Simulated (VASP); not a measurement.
Energy against volume of PbSe (rock salt). Level of theory: LDA (Ceperley-Alder, Perdew-Zunger), VASP's LDA PAW potentials (set 64) (plane waves; VASP).

```json
[
 {"V (Å³/atom)": "25.927", "E (eV/atom)": "-4.70894"},
 {"V (Å³/atom)": "26.755", "E (eV/atom)": "-4.72422"},
 {"V (Å³/atom)": "27.582", "E (eV/atom)": "-4.72913"},
 {"V (Å³/atom)": "28.409", "E (eV/atom)": "-4.72546"},
 {"V (Å³/atom)": "29.237", "E (eV/atom)": "-4.71407"}
]
```

### Question
Fit a third-order Birch-Murnaghan equation of state.

### Answer

```json
{
  "volume_per_atom": "27.62 Å³/atom",
  "bulk_modulus": "56.3 GPa",
  "pressure_derivative_of_the_bulk_modulus": "4.02",
  "lattice_constant_a": "6.046 Å"
}
```

Measured: a 6.105 Å at 120 K (computed value off by -1.0 %), as given by Noda, Masumoto, Ohba, Saito, Toriumi, Iwata, Shibuya, Acta Cryst. C 43, 1443 (1987), by a structure database's card. The calculation is for a static lattice, while the measured a holds thermal and zero-point effects, which are part of the difference.

The compound is PbSe in the rock salt structure. It was relaxed first.
